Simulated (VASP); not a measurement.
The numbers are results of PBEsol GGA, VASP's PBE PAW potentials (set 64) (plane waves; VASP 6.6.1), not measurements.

VASP input:

### INCAR
```
ALGO=Normal
EDIFF=1E-6
EDIFFG=-0.02
ENCUT=500
GGA=PS
IBRION=2
ISIF=3
ISMEAR=1
LASPH=T
LCHARG=F
LMAXMIX=4
LREAL=F
LWAVE=F
NELM=100
NSW=40
PREC=Accurate
PSTRESS=300
SIGMA=0.1
SYSTEM=Nb
```

POSCAR:
```
Nb
1.0
 -1.5862661831   1.5862661831   1.5862661831
  1.5862661831  -1.5862661831   1.5862661831
  1.5862661831   1.5862661831  -1.5862661831
Nb
1
Cartesian
  0.0000000000   0.0000000000   0.0000000000
```

File KPOINTS:
```
Automatic mesh
0
Gamma
16 16 16
0 0 0
```

POTCAR, in this order: Nb_sv (PBE.64 set). Program: vasp_std.

Energy and stress use the plane-wave basis of the starting cell.

Predict the energy per atom (σ→0), volume per atom, band gap (on the k-mesh).

```yaml
energy per atom (σ→0): -10.777 eV/atom
band gap (on the k-mesh): none (metal, semimetal or under 0.01 eV)
volume_per_atom: 15.39 Å³/atom
```

### OSZICAR
```
...
       N       E                     dE             d eps       ncg     rms          rms(c)
DAV:   1    -0.107775248370E+02    0.52101E-02   -0.18085E-02  3510   0.219E+00    0.218E-01
DAV:   2    -0.107769721382E+02    0.55270E-03   -0.12845E-03  4270   0.528E-01    0.571E-02
DAV:   3    -0.107769116095E+02    0.60529E-04   -0.45569E-04  4382   0.246E-01    0.367E-02
DAV:   4    -0.107769280916E+02   -0.16482E-04   -0.14599E-05  3488   0.426E-02    0.199E-02
DAV:   5    -0.107769428426E+02   -0.14751E-04   -0.39360E-05  4820   0.460E-02    0.694E-03
DAV:   6    -0.107769430102E+02   -0.16759E-06   -0.44545E-07  1724   0.962E-03
   4 F= -.78958116E+01 E0= -.78959035E+01  d E =-.186634E-01
```

The compound is Nb in the bcc structure. This run relaxes it under an external pressure of 30 GPa. Symmetry was kept, so distortions that lower it aren't found.
